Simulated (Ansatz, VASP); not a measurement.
# Cross-check of CuMo5 (Mo(100), 5 layers, one monolayer of Cu on hollow sites) between VASP and Ansatz

One calculation is typed for both programs; each brings its own data sets. How far apart do they land? Of the first pair: The structure shown is the start of the Ansatz relaxation below; VASP solves that cell, so the two are compared at the walk's first step.

Calculated with Ansatz 0.2.0; plane waves, with VASP 6.6.1 beside it; single point at PBE.

## 1. The structure

The cell holds 6 atoms: 5 Mo and 1 Cu. Cell: a = 3.150 Å, b = 3.150 Å, c = 25.300 Å, α = 90.0°, β = 90.0°, γ = 90.0°. Vacuum lies along c.

## 2. Ansatz: relaxation, PBE

Ansatz runs on its default PAW (the set named soft_2) files.

The two programs are compared at the cell with which this relaxation starts, whose forces are those of its first step.

Input file input.yaml:

```yaml
crystal:
  lattice:
    - [3.15, 0.0, 0.0]
    - [0.0, 3.15, 0.0]
    - [0.0, 0.0, 25.3]
  atoms:
    - { symbol: Mo, position: [0.0, 0.0, 0.3280632411] }
    - { symbol: Mo, position: [0.5, 0.5, 0.3903162055] }
    - { symbol: Mo, position: [0.0, 0.0, 0.45256917] }
    - { symbol: Mo, position: [0.5, 0.5, 0.5148221344] }
    - { symbol: Mo, position: [0.0, 0.0, 0.5770750988] }
    - { symbol: Cu, position: [0.5, 0.5, 0.6479832423] }
kpoints:
  mp_grid: { grid: [8, 8, 1] }
hamiltonian:
  xc: pbe
scf:
  occupations: { method: fermi_dirac, width: 0.1 }
  convergence: { dr2_threshold: 1.0e-08 }
efield:
  axis: 3
  dipole_correction: true
  ramp_position: 0.97
  ramp_width: 0.04
relax:
  f_tol: 0.01
  constraints: [{ sites: [0, 1, 2] }]
output:
  write_potential: true
  write_density: true
  volumetric_format: npy
```

The run is started by

```bash
> ansatz run input.yaml --threads 4 --pin off --max-ram 8192MiB --backend cpu --events-out ev --progress --plain --runs-dir out
```

Numbers of over 12 decimals in the logs are rounded to 6 here.

Output:

```text
Engine: ansatz 0.2.0, aarch64-unknown-linux-gnu
Pseudopotentials: kind: paw
Pseudopotential: Mo, paw, valence charge 14, recommended cutoff 420 eV (normal), Mo.paw.azcp
Pseudopotential: Cu, paw, valence charge 19, recommended cutoff 420 eV (normal), Cu.paw.azcp
Functional definition: PBE
  parameter kappa = 0.804
  parameter beta = 0.066725
  exchange = pbe_x(kappa = kappa, mu = beta*pi^2/3)
  correlation = pbe_c(beta = beta)
Crystal: 6 atoms, lattice volume = 251.039 Å³
Basis set: ecut = 420 eV, 4957 PW (Γ), exchange–correlation on 48×48×360 points (8 copies of the dense FFT grid, shifted against one another)
Bands: 54, of which v1, the nominal top of the filled ones, is band 45 counted from 1 (44 counted from 0)
Symmetry: 8 space group operations
Space group: P4mm (ITA 99), of the structure as read, at distance tolerance 6.3e-5 Å
k-points: 15 of 64
Non-local potential: Mo, projectors of the file, l = 0: 3, l = 1: 2, l = 2: 2, l = 3: 1
Non-local potential: Cu, projectors of the file, l = 0: 3, l = 1: 2, l = 2: 3, l = 3: 1
PAW form: soft (Blöchl's): semilocal exchange-correlation on the pseudo side does not see the compensation charge
PAW one-centre angular grid: Mo, 590 points (default); XC on 64 Gauss nodes
PAW one-centre angular grid: Cu, 590 points (default); XC on 64 Gauss nodes
Initial density: superposition of atomic densities (neutral atoms: chi_scale 0, normalization atom), corrected by the library's trained network
Initial wavefunctions: pseudopotential atomic-orbital guess
Functional: x = pbe(κ = 0.804, μ = 0.219515), c = pbe(β = 0.066725)
SCF iter   1: F=—  HF=-31401.388657 eV  |F-HF|=—  |Δ(HF+E_count)|=         —  Δρ=1.08e-2  dr2=2.16e0  ethr=1.77e-3  p=-0.017 e·Å  D=-1.19e-2 V/Å  ΔV_dip=0.30 eV  dr2_dipole=3.40e-1  V_vac-E_F(+/−)=4.33/4.03 eV  ⟨swp⟩=8.4  Hψ=3567  notcnv=0
efield: sawtooth ramp at fractional position 0.9700 (set: `efield.ramp_position`, or a place that a band, a saddle search or an elastic batch's reference lends), width 0.0400; the density the first Hamiltonian is built on has a dipole p = -0.017 e·Å; the dipole correction subtracts the counter field D = -1.19e-2 V/Å, which shifts the + side's vacuum level by +0.30 eV against the − side's; the planar-averaged density in the ramp window peaks in size at 1.0e-5 e/Å³
preconditioner: auto → LDOS  [metal: Δε(μ)=0.024 eV  Ē_g=3.852 eV  σ=0.100 eV  W_gap=0.06  n_scr=54 (ndim 8)  ℏωp=15.0 eV  f_vac=0.550  D(μ)=5.82/eV (n_scr^D=28)  β→1.0]
SCF iter   2: F=—  HF=-31401.346033 eV  |F-HF|=—  |Δ(HF+E_count)|=   4.26e-2  Δρ=7.89e-3  dr2=4.87e-1  ethr=1.77e-3  p=-0.021 e·Å  D=-1.53e-2 V/Å  ΔV_dip=0.39 eV  dr2_dipole=4.54e-2  V_vac-E_F(+/−)=4.34/3.95 eV  ⟨swp⟩=2.0  Hψ=1060  notcnv=0
SCF iter   3: F=—  HF=-31401.320700 eV  |F-HF|=—  |Δ(HF+E_count)|=   2.53e-2  Δρ=3.08e-3  dr2=3.93e-2  ethr=5.47e-4  p=-0.023 e·Å  D=-1.66e-2 V/Å  ΔV_dip=0.42 eV  dr2_dipole=2.04e-3  V_vac-E_F(+/−)=4.39/3.97 eV  ⟨swp⟩=2.1  Hψ=1161  notcnv=0
SCF iter   4: F=—  HF=-31401.317392 eV  |F-HF|=—  |Δ(HF+E_count)|=   3.31e-3  Δρ=8.39e-4  dr2=1.33e-3  ethr=4.42e-5  p=-0.021 e·Å  D=-1.50e-2 V/Å  ΔV_dip=0.38 eV  dr2_dipole=2.52e-6  V_vac-E_F(+/−)=4.35/3.97 eV  ⟨swp⟩=2.1  Hψ=1032  notcnv=0
SCF iter   5: F=—  HF=-31401.317406 eV  |F-HF|=—  |Δ(HF+E_count)|=   1.45e-5  Δρ=3.93e-4  dr2=3.48e-4  ethr=1.49e-6  p=-0.022 e·Å  D=-1.55e-2 V/Å  ΔV_dip=0.39 eV  dr2_dipole=1.40e-6  V_vac-E_F(+/−)=4.36/3.97 eV  ⟨swp⟩=2.9  Hψ=1317  notcnv=0
SCF iter   6: F=—  HF=-31401.317386 eV  |F-HF|=—  |Δ(HF+E_count)|=   2.06e-5  Δρ=7.36e-5  dr2=3.56e-5  ethr=3.91e-7  p=-0.021 e·Å  D=-1.53e-2 V/Å  ΔV_dip=0.39 eV  dr2_dipole=1.71e-5  V_vac-E_F(+/−)=4.36/3.97 eV  ⟨swp⟩=2.0  Hψ=1086  notcnv=0
SCF iter   7: F=—  HF=-31401.317427 eV  |F-HF|=—  |Δ(HF+E_count)|=   4.15e-5  Δρ=4.48e-5  dr2=8.95e-6  ethr=4.00e-8  p=-0.021 e·Å  D=-1.51e-2 V/Å  ΔV_dip=0.38 eV  dr2_dipole=3.87e-6  V_vac-E_F(+/−)=4.35/3.97 eV  ⟨swp⟩=2.1  Hψ=1097  notcnv=0
SCF iter   8: F=—  HF=-31401.317515 eV  |F-HF|=—  |Δ(HF+E_count)|=   8.79e-5  Δρ=1.58e-5  dr2=1.10e-6  ethr=1.01e-8  p=-0.021 e·Å  D=-1.50e-2 V/Å  ΔV_dip=0.38 eV  dr2_dipole=3.93e-7  V_vac-E_F(+/−)=4.35/3.97 eV  ⟨swp⟩=2.1  Hψ=978  notcnv=0
SCF iter   9: F=—  HF=-31401.317515 eV  |F-HF|=—  |Δ(HF+E_count)|=   2.25e-7  Δρ=3.86e-6  dr2=1.35e-7  ethr=1.24e-9  p=-0.021 e·Å  D=-1.50e-2 V/Å  ΔV_dip=0.38 eV  dr2_dipole=1.39e-8  V_vac-E_F(+/−)=4.35/3.98 eV  ⟨swp⟩=2.1  Hψ=1085  notcnv=0
SCF iter  10: F=—  HF=-31401.317516 eV  |F-HF|=—  |Δ(HF+E_count)|=   1.61e-7  Δρ=1.70e-6  dr2=2.72e-8  ethr=1.51e-10  p=-0.021 e·Å  D=-1.49e-2 V/Å  ΔV_dip=0.38 eV  dr2_dipole=1.59e-9  V_vac-E_F(+/−)=4.35/3.98 eV  ⟨swp⟩=2.5  Hψ=1254  notcnv=0
[...]
efield: sawtooth ramp at fractional position 0.9700 (set: `efield.ramp_position`, or a place that a band, a saddle search or an elastic batch's reference lends), width 0.0400; the density the first Hamiltonian is built on has a dipole p = -0.038 e·Å; the dipole correction subtracts the counter field D = -2.75e-2 V/Å, which shifts the + side's vacuum level by +0.69 eV against the − side's; the planar-averaged density in the ramp window peaks in size at 4.7e-6 e/Å³
preconditioner: auto → LDOS  [metal: Δε(μ)=0.085 eV  Ē_g=3.989 eV  σ=0.100 eV  W_gap=0.21  n_scr=54 (ndim 8)  ℏωp=15.0 eV  f_vac=0.566  D(μ)=6.24/eV (n_scr^D=36)  β→1.0]
SCF iter   2: F=—  HF=-31401.556760 eV  |F-HF|=—  |Δ(HF+E_count)|=   5.26e-7  Δρ=7.40e-5  dr2=2.15e-5  ethr=2.07e-7  p=-0.038 e·Å  D=-2.73e-2 V/Å  ΔV_dip=0.69 eV  dr2_dipole=2.27e-8  V_vac-E_F(+/−)=4.66/3.97 eV  ⟨swp⟩=1.6  Hψ=954  notcnv=0
SCF iter   3: F=—  HF=-31401.556764 eV  |F-HF|=—  |Δ(HF+E_count)|=   3.68e-6  Δρ=8.74e-5  dr2=1.77e-5  ethr=2.42e-8  p=-0.038 e·Å  D=-2.74e-2 V/Å  ΔV_dip=0.69 eV  dr2_dipole=1.29e-6  V_vac-E_F(+/−)=4.66/3.97 eV  ⟨swp⟩=3.0  Hψ=1675  notcnv=0
SCF iter   4: F=—  HF=-31401.556766 eV  |F-HF|=—  |Δ(HF+E_count)|=   2.91e-6  Δρ=7.79e-6  dr2=2.67e-7  ethr=1.99e-8  p=-0.038 e·Å  D=-2.74e-2 V/Å  ΔV_dip=0.69 eV  dr2_dipole=7.13e-11  V_vac-E_F(+/−)=4.66/3.97 eV  ⟨swp⟩=2.0  Hψ=1092  notcnv=0
SCF iter   5: F=—  HF=-31401.556856 eV  |F-HF|=—  |Δ(HF+E_count)|=   8.98e-5  Δρ=1.13e-5  dr2=3.22e-7  ethr=3.00e-10  p=-0.038 e·Å  D=-2.74e-2 V/Å  ΔV_dip=0.69 eV  dr2_dipole=3.60e-8  V_vac-E_F(+/−)=4.66/3.97 eV  ⟨swp⟩=3.0  Hψ=1371  notcnv=0
SCF iter   6: F=—  HF=-31401.556856 eV  |F-HF|=—  |Δ(HF+E_count)|=   3.59e-8  Δρ=2.23e-6  dr2=1.74e-8  ethr=3.00e-10  p=-0.038 e·Å  D=-2.74e-2 V/Å  ΔV_dip=0.69 eV  dr2_dipole=2.65e-10  V_vac-E_F(+/−)=4.66/3.97 eV  ⟨swp⟩=2.0  Hψ=983  notcnv=0
SCF iter   7: F=-31401.556856 eV  HF=-31401.556856 eV  |F-HF|=3.71e-8  |Δ(HF+E_count)|=   7.90e-8  Δρ=6.44e-7  dr2=3.30e-9  ethr=1.12e-11  p=-0.038 e·Å  D=-2.74e-2 V/Å  ΔV_dip=0.69 eV  dr2_dipole=8.69e-10  V_vac-E_F(+/−)=4.66/3.97 eV  ⟨swp⟩=10.1  Hψ=5534  notcnv=0
SCF 5 converged in 7 iterations: F = -31401.556856 eV  dr2 = 3.30e-9
relax step   5: F+E_penalty+E_count = -31401.55685636 eV  Δ(F+E_penalty+E_count) = -9.876e-6 eV  max|allowed force component| = 1.913e-3 eV/Å  Δτ_max = 0.0015 Å  (7 SCF iters, accepted)
NSCF: frozen V_eff on 15 k-points
the band table was solved once a step of the walk had ended and its energy, with any forces and stress, was formed, with the checks that follow a solve (3548 applications of the Hamiltonian). They found nothing against the state; the energy, forces and stress were not computed again (output.eigenvalues in the input reference)
WARN: The input density's exchange-correlation potential varies sharply where the density is thin. Do not read a vacuum level from v_tot or v_xc, or from such a field of the output density. On a cell that repeats whose density bears no net charge and no dipole along the vacuum's axis use v_es (v_loc + v_h of the components); under efield.dipole_correction with no amplitude use v_es + v_field, which holds any external [...]
SCF converged after 7 iterations
Free energy (F): -31401.556856 eV
Harris-Foulkes:  -31401.556856 eV  (|F-HF|=3.71e-8)
Internal energy: -31401.353417 eV  (E = F + TS)
E sigma→0 (E₀):  -31401.455137 eV
Entropy (-TS):   -0.203439 eV (-33.907 meV/atom)
Fermi energy:    4.624155 eV
Dipole field:    D = -0.027353 V/Å  (p = -0.037948 e·Å, saw-weighted, corrected)
Work function:   Φ+ = 4.6628 eV   Φ− = 3.9707 eV
Levels:          The Fermi level and band energies are counted from a zero that moves with the ramp; work functions are not
--- Per-component energies (eV) ---
  E_band       = -1995.732948
  E_kinetic    = 2497.713204
  E_local      = -128801.233929  (includes V_loc(G=0)·N_el)
  E_nonlocal   = 1107.722140
  E_hartree    = 62813.770593
  E_xc         = -1001.360542
  E_vxc        = -1252.873211  (∫ρ·V_xc dr)
  E_paw        = -17670.952816  (= ΣΔE_a)
  E_vpaw       = -1174.632239  (= ΣTr[D̂ρ^β])
  E_aug_tail   = 0.000488  (compensation charges beyond the density's cutoff)
  E_efield     = 0.000519  (sawtooth field / dipole correction)
  E_vefield    = 0.020810  (∫n·V_field dr)
  E_ewald      = 49652.986927
  E_smearing   = -0.203439  (= −TS)
  E_closure    = -0.000000  (closes the sum)
  Σ components = -31401.556856   (vs F -31401.556856, Δ=0.00e0)
--- Forces (eV/Å), atoms counted from 1 ---
  atom   1  Mo     0.00000000    -0.00000000     1.28841401
  atom   2  Mo    -0.00000000     0.00000000    -1.22543467
  atom   3  Mo    -0.00000000    -0.00000000    -0.06627916
  atom   4  Mo     0.00000000    -0.00000000     0.00191332
  atom   5  Mo     0.00000000     0.00000000     0.00150208
  atom   6  Cu    -0.00000000    -0.00000000    -0.00014761
  max |Σ_I F_I| component: 3.20e-5 eV/Å
--- Band table (eV; the first three rows and the last of 15) ---
  k-point 0: bands = [... 41 lower, 3.7397, 3.7397, 4.3896, 4.5133, 4.5133, 4.5440, 4.5575, 5.7993, ... 5 higher]
  k-point 1: bands = [... 41 lower, 3.9462, 3.9715, 4.0040, 4.2363, 4.7107, 5.1540, 5.1759, 5.2416, ... 5 higher]
  k-point 2: bands = [... 41 lower, 3.7228, 3.8055, 3.9028, 4.5425, 5.0943, 5.2297, 5.3351, 5.4931, ... 5 higher]
  k-point 14: bands = [... 41 lower, 3.9054, 5.7036, 5.7036, 6.1250, 6.2206, 6.5711, 6.7118, 6.9222, ... 5 higher]
--- Relaxed structure (5 steps of the walk, 5 accepted, 0 SCFs on fresh bases) ---
  F+E_penalty+E_count = -31401.55685636 eV   max|allowed force component| = 1.913e-3 eV/Å
  atoms:
    - { symbol: Mo, position: [0.0, 0.0, 0.3280632411] }
    - { symbol: Mo, position: [0.500000, 0.500000, 0.3903162055] }
    - { symbol: Mo, position: [0.0, 0.0, 0.452569] }
    - { symbol: Mo, position: [0.500000, 0.500000, 0.515161] }
    - { symbol: Mo, position: [-4.1108968104226345e-18, 0, 0.574441] }
    - { symbol: Cu, position: [0.500000, 0.500000, 0.631098] }
```

In the SCF lines HF is the Harris–Foulkes energy and dr2 the Hartree energy of the density residual, in eV; the loop may stop once dr2 is under the threshold and the program's other checks hold. Hψ counts applications of the Hamiltonian.

(Part 1 of 2 ends here.)

[Lines on the potential files, build, host, timing and source positions are cut from VASP's logs without a mark.]

[Logs are printed without paths, hosts, clocks, repeated set-up lines and the standing remarks that a program may print on its own settings, such as how far it seeks lower states.]

[Hosts, paths, dates, database ids (printed as entryN), source tags and the programs' standing remarks are cut or masked in the printed files.]
